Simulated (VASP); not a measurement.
Input:

```
CELL_PARAMETERS angstrom
      0.00000     3.24856     3.24856
      3.24856     0.00000     3.24856
      3.24856     3.24856     0.00000
ATOMIC_POSITIONS crystal
  Cd 0.00000 0.00000 0.00000
  Te 0.25000 0.25000 0.25000
```

The numbers are results of r2SCAN meta-GGA, VASP's PBE PAW potentials (set 64) (plane waves; VASP), not measurements. Settings: 520 eV cut-off, 7×7×7 Γ-centred mesh, Gaussian smearing of 0.050 eV, potentials Cd Te.

Task: Give the stress tensor in GPa (positive for a compressed cell).

Result: 
```
1.31  0.00  0.00
0.00  1.31  0.00
0.00  0.00  1.31
```
The pressure is its mean diagonal, 1.31 GPa.

The compound is CdTe in the zinc blende structure. This cell is one point of a volume scan, at 0.97 of the reference volume.
